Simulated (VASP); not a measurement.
**AlN: band gap against strain**

AlN (wurtzite, P6_3mc, 10.458 Å³/atom and stress up to 0.12 GPa in the relaxed cell, c along z) under a strain ε along c (axis z), the other axes held. PBEsol in VASP (plane waves, PAW), 600 eV, 12×12×6 Γ-centred mesh, Gaussian smearing 0.05 eV; ions are relaxed, or left where forces stay under 0.02 eV/Å, within the symmetry of each cell. Gaps are the smallest on the run's k-mesh, which can miss an edge that lies off it, without spin-orbit coupling; in all rows the valence edge lies at Γ and the conduction edge at Γ.

Here s stands for strain and Eg for gap.

| strain (%) | gap (eV) |
|---|---|
| -3.00 | ? |
| -1.50 | 4.158 |
| -1.00 | 4.145 |
| -0.50 | 4.130 |
| 0.00 | 4.115 |

The 4 complete rows are fitted with a straight line, Eg against s. Means: s -0.75000, Eg 4.1370. About the means, the sum of products is -0.036000 and the sum of squares of s is 1.2500; the slope is their ratio. Least squares gives Eg = 4.1154 - 0.02880·s. Residuals (row less fit): -0.0006, 0.0008, 0.0002, -0.0004; standard error 0.0008 (degrees of freedom: 2). Over these rows the gap moves by -2.88 ± 0.07 eV per unit strain.

Question: What does the fit predict for Eg at s = -3.00, and how far is the calculated value from it?

Answer: Eg = 4.1154 - 0.02880 × (-3.0) = 4.2018 eV. The calculation gives 4.190 eV, 0.0118 eV below the prediction (15.7 % of the range of Eg in the table). The row lies outside the fitted rows, so this is an extrapolation. From the scatter of the fitted rows alone, a prediction at this place has a standard error of 0.0018 eV, so the miss is 6.6 times that.

A polynomial of degree 2 through the 6 other runs of the series gives 4.190 there, so most of the miss is curvature that the fit leaves out. Rows are the converged runs of the series near zero and its far end; series whose fitted rows scatter by over a few per cent of the range, as at a crossing or softening among them, aren't shown in this form, nor equations of state whose B0' disagrees with the runs' pressures. Most that stay on the fit to the last digits aren't either.
